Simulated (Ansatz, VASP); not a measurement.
KMgI3: VASP beside Ansatz

Contents of INCAR:

```
SYSTEM = KMgI3
PREC = Accurate ; ENCUT = 520
EDIFF = 1E-7 ; ISMEAR = 0
SIGMA = 0.01 ; LREAL = .False.
LASPH = .True. ; NELM = 80
ALGO = Normal ; ISIF = 2
LWAVE = .False. ; LCHARG = .False.
GGA = PE ; NBANDS = 24
```

File KPOINTS:

```
Automatic mesh
0
Gamma
  4 4 4
  0 0 0
```

POSCAR

```
KMgI3
1.0
    5.8138566201      0.0000000000      0.0000000000
    0.0000000000      5.8138566201      0.0000000000
    0.0000000000      0.0000000000      5.8138566201
K Mg I
1 1 3
Direct
    0.0000000000      0.0000000000      0.0000000000
    0.5000000000      0.5000000000      0.5000000000
    0.5000000000      0.5000000000      0.0000000000
    0.5000000000      0.0000000000      0.5000000000
    0.0000000000      0.5000000000      0.5000000000
```

Input for Ansatz:

```yaml
crystal:
  lattice:
    - [5.8138566201, 0.0, 0.0]
    - [0.0, 5.8138566201, 0.0]
    - [0.0, 0.0, 5.8138566201]
  atoms:
    - { symbol: K, position: [0.0, 0.0, 0.0] }
    - { symbol: Mg, position: [0.5, 0.5, 0.5] }
    - { symbol: I, position: [0.5, 0.5, 0.0] }
    - { symbol: I, position: [0.5, 0.0, 0.5] }
    - { symbol: I, position: [0.0, 0.5, 0.5] }
kpoints:
  mp_grid: { grid: [4, 4, 4] }
  band_path:
    path: [[0.0, 0.0, 0.0], [0.0, 0.5, 0.0], [0.5, 0.5, 0.0], [0.5, 0.5, 0.5]]
    npoints: 1
hamiltonian:
  xc: pbe
scf:
  occupations: { method: fixed }
  n_extra_bands: 5
output:
  forces: true
  stress: true
  eigenvalues: true
```

Alike in both runs: task single point; functional PBE; k mesh 4 × 4 × 4; no spin polarisation.

```csv
,VASP,Ansatz
version,VASP 6.6.1,Ansatz 0.2.0
potentials or method,"VASP PAW PBE potentials, release 64 (K_sv, Mg, I)","plane waves, PAW"
plane-wave cutoff (eV),520,420
occupations,"gaussian, width 0.01 eV",fixed
valence electrons in the cell,32,70
```

```tsv
	VASP	Ansatz	Ansatz less VASP
gap on the k mesh at the Fermi level (eV)	1.21	1.23	+0.017
pressure (GPa)	0.4	0.4	+0.03
```

The two sets of potentials don't hold the same shells in valence.

Caveats: spin-orbit coupling is left out, which moves the levels of the heavy elements. A k mesh can miss the band edges. Expect the measured gap to be larger: semilocal functionals such as PBE lack the derivative discontinuity.
